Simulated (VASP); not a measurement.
Computed with PBEsol GGA, VASP's PBE PAW potentials (set 64) (plane waves; VASP 6.6.1).

A VASP calculation is set up with these files.

File POSCAR:
```
Ta3Ge
1
   -0.0000000000     3.2281900371     3.2281900371
    3.2281900371    -0.0000000000     3.2281900371
    3.2281900371     3.2281900371    -0.0000000000
Ge Ta
1 3
Direct
  0.0000000000   0.0000000000   0.0000000000
  0.5000000000   0.5000000000   0.5000000000
  0.2500000000   0.2500000000   0.2500000000
  0.7500000000   0.7500000000   0.7500000000
```

KPOINTS:
```
k-points along high-symmetry lines
15
Line-mode
Reciprocal
  0.000000   0.000000   0.000000 ! GAMMA
  0.500000   0.000000   0.500000 ! X

  0.500000   0.000000   0.500000 ! X
  0.625000   0.250000   0.625000 ! U

  0.375000   0.375000   0.750000 ! K
  0.000000   0.000000   0.000000 ! GAMMA

  0.000000   0.000000   0.000000 ! GAMMA
  0.500000   0.500000   0.500000 ! L

  0.500000   0.500000   0.500000 ! L
  0.500000   0.250000   0.750000 ! W

  0.500000   0.250000   0.750000 ! W
  0.500000   0.000000   0.500000 ! X
```

INCAR:
```
# general
SYSTEM   =  Ta3Ge
PREC     =  Accurate
ENCUT    =  400   # plane-wave cut-off (eV)
LREAL    =  F   # projection in real space or not
LASPH    =  T   # aspherical one-centre terms
ICHARG   =  11   # fixed density

# electronic loop
EDIFF    =  1E-7   # SCF stop (eV)
NELM     =  100   # most electronic steps
ALGO     =  Normal   # blocked Davidson
LMAXMIX  =  6   # l cut-off of mixed one-centre charges

# smearing
ISMEAR   =  0   # Gaussian
SIGMA    =  0.05   # width (eV)

# functional
GGA      =  PS   # PBEsol

# output
LWAVE    =  F
LCHARG   =  F
LORBIT   =  11   # lm-projected
```

POTCAR, in this order: Ge_d Ta_pv (PBE.64 set). Program: vasp_std. Read from the step before: CHGCAR.

Output

### OSZICAR
```
       N       E                     dE             d eps       ncg     rms          rms(c)
DAV:   1     0.426545249553E+03    0.42655E+03   -0.22210E+04  5792   0.274E+03
DAV:   2    -0.729912972847E-01   -0.42662E+03   -0.41698E+03  5168   0.660E+02
DAV:   3    -0.408331539146E+02   -0.40760E+02   -0.38639E+02  6100   0.141E+02
DAV:   4    -0.427584108963E+02   -0.19253E+01   -0.18349E+01  6304   0.272E+01
DAV:   5    -0.428144696954E+02   -0.56059E-01   -0.55261E-01  6532   0.468E+00
DAV:   6    -0.428163407162E+02   -0.18710E-02   -0.18682E-02  6516   0.679E-01
DAV:   7    -0.428163955970E+02   -0.54881E-04   -0.54819E-04  6904   0.112E-01
DAV:   8    -0.428163981508E+02   -0.25538E-05   -0.25510E-05  6412   0.163E-02
DAV:   9    -0.428163982115E+02   -0.60660E-07   -0.61254E-07  5132   0.291E-03
   1 F= -.42816398E+02 E0= -.42815183E+02  d E =-.242989E-02
```

OUTCAR:
```
 val. band max:        6.8505891105   @ k =   0.5000   0.1964   0.6964

 cond. band min:       6.8715796874   @ k =   0.5000   0.3929   0.6071



 k-point     1 :       0.0000    0.0000    0.0000
  band No.  band energies     occupation
      1     -27.4304      2.00000
      2     -27.4304      2.00000
      3     -27.4304      2.00000
      4     -27.4294      2.00000
      5     -27.4294      2.00000
      6     -27.4294      2.00000
      7     -26.6450      2.00000
      8     -26.6450      2.00000
      9     -26.6450      2.00000
     10     -17.7977      2.00000
     11     -17.7977      2.00000
     12     -17.7977      2.00000
     13     -17.7813      2.00000
     14     -17.7813      2.00000
     15      -4.4681      2.00000
     16       2.8218      2.00000
     17       2.8218      2.00000
     18       2.8218      2.00000
     19       3.1973      2.00000
     20       3.1973      2.00000
     21       5.9261      2.00000
     22       6.0056      2.00000
     23       6.0056      2.00000
     24       6.0056      2.00000
     25       9.6719      0.00000
     26       9.6719      0.00000
     27       9.6719      0.00000
     28      11.0062      0.00000

 k-point     2 :       0.0357    0.0000    0.0357
  band No.  band energies     occupation
      1     -27.4604      2.00000
      2     -27.4604      2.00000
      3     -27.4310      2.00000
      4     -27.4261      2.00000
      5     -27.4005      2.00000
      6     -27.4005      2.00000
      7     -26.6483      2.00000
      8     -26.6437      2.00000
      9     -26.6437      2.00000
     10     -17.7978      2.00000
     11     -17.7978      2.00000
     12     -17.7978      2.00000
     13     -17.7813      2.00000
     14     -17.7812      2.00000
     15      -4.4462      2.00000
     16       2.6554      2.00000
     17       2.8354      2.00000
     18       2.8354      2.00000
     19       3.2118      2.00000
     20       3.3037      2.00000
     21       5.9602      2.00000
...
```

The density is held fixed in this step, so its total energy and stress have no physical meaning. Unless said otherwise, spin-orbit coupling is left out, though it shifts the bands of the heavy elements here.

The structure was generated: Ta3Ge was put into the D03 type (Fm-3m), which need not be its known phase. It was relaxed first, which changed the volume by -19 %. The electron count is odd and the run is not spin-polarised, which forces a metal.
